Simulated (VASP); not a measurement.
A convergence study with VASP on BaTiO₃ (space group no. 221 when undisturbed): one setting is varied, all else stays as given below, so the limit is that of these other settings. One atom is moved off its site, so that forces are finite.

```
CELL_PARAMETERS angstrom
      4.01200     0.00000     0.00000
      0.00000     4.01200     0.00000
      0.00000     0.00000     4.01200
ATOMIC_POSITIONS crystal
  Ba 0.00000 0.00000 0.01246
  Ti 0.50000 0.50000 0.50000
  O  0.50000 0.00000 0.50000
  O  0.00000 0.50000 0.50000
  O  0.50000 0.50000 0.00000
```

Computed with PBE GGA, VASP's PBE PAW potentials (set 64) (plane waves; VASP). The tightest run used: 400 eV cut-off, 13×13×13 Γ-centred mesh, Fermi-Dirac smearing of 0.010 eV, potentials Ba_sv Ti_sv O.

Unless said otherwise, spin-orbit coupling is left out, though it shifts the bands of the heavy elements here. Gaps are read on the run's mesh, which can miss a band edge.

The settings run are 2×2×2 mesh; 3×3×3 mesh; 4×4×4 mesh; 5×5×5 mesh; 7×7×7 mesh; 8×8×8 mesh; 9×9×9 mesh; 10×10×10 mesh; 11×11×11 mesh; 12×12×12 mesh; 13×13×13 mesh. From which on does the energy per atom stay within 0.001 eV/atom of the tightest run?

From 5×5×5 mesh on: it is off by 0.0002 there and by no more than 0.001 in any finer run, while 4×4×4 mesh is off by 0.0043.
```csv
setting,E (eV/atom),pressure (GPa),largest force (eV/Å),gap on the mesh (eV),irreducible k-points,difference judged (eV/atom)
2×2×2 mesh,-7.8495,0.57,0.292,1.350,6,0.1536
3×3×3 mesh,-7.9819,-1.89,0.319,1.804,6,0.0212
4×4×4 mesh,-7.9988,-2.10,0.321,1.720,18,0.0043
5×5×5 mesh,-8.0034,-1.96,0.321,1.840,18,0.0002
7×7×7 mesh,-8.0031,-2.06,0.321,1.793,40,0.0001
8×8×8 mesh,-8.0030,-2.06,0.321,1.738,75,0.0002
9×9×9 mesh,-8.0032,-2.05,0.321,1.770,75,0.0001
10×10×10 mesh,-8.0032,-2.06,0.321,1.736,126,0.0000
11×11×11 mesh,-8.0032,-2.06,0.321,1.756,126,0.0000
12×12×12 mesh,-8.0031,-2.06,0.321,1.739,196,0.0001
13×13×13 mesh,-8.0031,-2.07,0.321,1.750,196,0.0000
```

Left out are rungs that failed or repeat a setting and relaxations that didn't move; long series are thinned to 24 rows.

The structure is a typed BaTiO3 crystal (space group no. 221). The cell was not relaxed at this level, it is distorted from the ideal structure.
